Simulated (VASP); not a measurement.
Consider the following.

```
CELL_PARAMETERS angstrom
      0.00000     1.90000     1.90000
      1.90000     0.00000     1.90000
      1.90000     1.90000     0.00000
ATOMIC_POSITIONS crystal
  Rh 0.00000 0.00000 0.00000
```

These are optB88-vdW, VASP's PBE PAW potentials (set 64) (plane waves; VASP 6.6.1) values and carry that method's errors. Run with 520 eV cut-off, 15×15×15 Γ-centred mesh, first-order Methfessel-Paxton smearing of 0.10 eV, potentials Rh_pv.

Energy and stress use the plane-wave basis of the starting cell.

### Question
The ions, cell shape and volume are relaxed. Predict the relaxed structure.

### Answer

```
CELL_PARAMETERS angstrom
      0.00000     1.91518     1.91518
      1.91518     0.00000     1.91518
      1.91518     1.91518     0.00000
ATOMIC_POSITIONS crystal
  Rh 0.00000 0.00000 0.00000
```
Space group Fm-3m (225), at a tolerance of 0.03 Å.

### Question
How do energy and volume change from the first to the last step?

### Answer
The energy (σ→0) changes by -6.3 meV/atom and the volume by +2.4 %, in 3 ionic steps.

| step | E(σ→0) (eV) | max force (eV/Å) | pressure (GPa) | volume (Å³) |
|---|---|---|---|---|
| 1 | -3.8551 | 0.000 | 6.45 | 13.72 |
| 2 | -3.8284 | 0.000 | -12.51 | 14.84 |
| 3 | -3.8615 | 0.000 | -0.08 | 14.05 |

The compound is Rh in the fcc structure. This run relaxes it. Symmetry was kept, so distortions that lower it aren't found.
